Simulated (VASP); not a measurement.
A run of VASP 6.6.1 is set up as follows.

File INCAR:

```
SYSTEM = Be3Te2Se
ALGO     = Fast           ! electronic algorithm
EDIFF    = 1E-4           ! SCF threshold, eV
EDIFFG   = -0.08          ! ionic threshold
ENCUT    = 520            ! plane-wave cutoff, eV
GGA      = PE             ! functional
IBRION   = 2              ! ionic algorithm
ISIF     = 3              ! what is computed and relaxed
ISMEAR   = 0              ! smearing method
KPAR     = 2            
LASPH    = .True.         ! aspherical terms in the spheres
LCHARG   = .False.        ! write CHGCAR
LREAL    = .False.        ! projectors in reciprocal space
LWAVE    = .False.        ! write WAVECAR
NELM     = 60             ! most SCF steps
NSW      = 24             ! ionic steps
PREC     = Normal         ! precision mode
SIGMA    = 0.15           ! smearing width, eV
```

File KPOINTS:

```
k-points
0
Gamma
  3 3 3
  0 0 0
```

The input POSCAR:

```
Be3Te2Se
1.0
    6.1038549700      0.0000000000      0.0000000000
   -3.0519274800      5.2860934600      0.0000000000
    0.0000000000      0.0000000000      4.5489273700
Be Te Se
3 2 1
Direct
    0.5000000000      0.0000000000      0.5000000000
    0.0000000000      0.5000000000      0.5000000000
    0.5000000000      0.5000000000      0.5000000000
    0.3333333300      0.6666666700      0.5000000000
    0.6666666700      0.3333333300      0.5000000000
    0.0000000000      0.0000000000      0.0000000000
```

Potentials or basis: VASP PAW PBE potentials, release 64 (Be, Te, Se).

Launch:

```sh
$ cat potpaw_PBE.64/Be/POTCAR potpaw_PBE.64/Te/POTCAR potpaw_PBE.64/Se/POTCAR > POTCAR
$ mpirun -np 2 vasp_std > vasp.out
```

Problem. What does it give for the relaxed cell?

Solution. a = 7.693 Å, b = 7.693 Å, c = 3.831 Å, α = 90.00°, β = 90.00°, γ = 120.00°.

Problem. What does it give for the band gap on the k mesh?

Solution. None (metal or under the smearing width).

Problem. Predict the space group after relaxing (to 0.05 Å).

Solution. P6/mmm (No. 191).

Problem. What does it give for the relaxed volume?

Solution. 32.73 Å³/atom.

Step by step:
| step | energy change (eV) | largest force (eV/Å) | pressure (GPa) | volume (Å³) |
| --- | --- | --- | --- | --- |
| 1 | 0.0000 | 0.0000 | 47.18 | 146.77 |
| 2 | -9.7365 | 0.0000 | -3.88 | 336.96 |
| 3 | -12.9186 | 0.0000 | -0.68 | 232.97 |
| 4 | -12.9343 | 0.0000 | -0.17 | 231.06 |
| 5 | -12.9555 | 0.0000 | -0.35 | 228.36 |
| 6 | -12.9785 | 0.0000 | -0.42 | 225.41 |
| 7 | -13.0223 | 0.0000 | -0.44 | 219.52 |
| 8 | -13.0968 | 0.0000 | -0.47 | 207.76 |
| 9 | -12.9924 | 0.0000 | 1.00 | 184.28 |
| 10 | -13.1211 | 0.0000 | -0.25 | 201.87 |
| 11 | -13.1262 | 0.0000 | -0.03 | 196.37 |

Caveat: the k mesh is coarse (spacing up to 0.46 Å⁻¹), so the values aren't converged; the volume moved by over 15 % at a fixed basis, so the end points are rough; the relaxation stopped at a loose force limit of 0.08 eV/Å, so its end isn't a converged minimum. The run has no spin-orbit coupling, so splittings on Te are missing.
